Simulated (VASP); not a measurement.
```
CELL_PARAMETERS angstrom
      0.00000     2.71963     2.71963
      2.71963     0.00000     2.71963
      2.71963     2.71963     0.00000
ATOMIC_POSITIONS crystal
  Ag 0.00000 0.00000 0.00000
  Cl 0.50000 0.50000 0.50000
```

Level of theory: PBEsol GGA with spin-orbit coupling, VASP's PBE PAW potentials (set 64) (plane waves; VASP). Numerical set-up: 400 eV cut-off, 8×8×8 Γ-centred mesh, Gaussian smearing of 0.050 eV, potentials Ag Cl.

**Question.** Give the energies of bands 7 to 20 at the high-symmetry points, in eV from the valence-band maximum.

**Answer.** 
| band | Γ | X | U | L | W |
|---|---|---|---|---|---|
| 7 | -2.72 | -3.40 | -4.25 | -4.62 | -4.49 |
| 8 | -2.72 | -3.40 | -4.25 | -4.62 | -4.49 |
| 9 | -2.57 | -3.26 | -2.67 | -2.42 | -2.53 |
| 10 | -2.57 | -3.26 | -2.67 | -2.42 | -2.53 |
| 11 | -2.57 | -2.50 | -2.42 | -2.37 | -2.39 |
| 12 | -2.57 | -2.50 | -2.42 | -2.37 | -2.39 |
| 13 | -2.57 | -2.48 | -2.00 | -1.89 | -2.04 |
| 14 | -2.57 | -2.48 | -2.00 | -1.89 | -2.04 |
| 15 | -2.54 | -2.02 | -1.75 | -0.04 | -1.96 |
| 16 | -2.54 | -2.02 | -1.75 | -0.04 | -1.96 |
| 17 | -2.54 | -1.89 | -1.19 | 0.00 | -1.36 |
| 18 | -2.54 | -1.89 | -1.19 | 0.00 | -1.36 |
| 19 | 0.68 | 2.09 | 3.42 | 3.82 | 4.14 |
| 20 | 0.68 | 2.09 | 3.42 | 3.82 | 4.14 |

The gap is indirect, 0.68 eV, from the valence maximum at L to the conduction minimum at Γ.

The compound is AgCl in the rock salt structure. It was relaxed first, which changed the volume by -6 %.
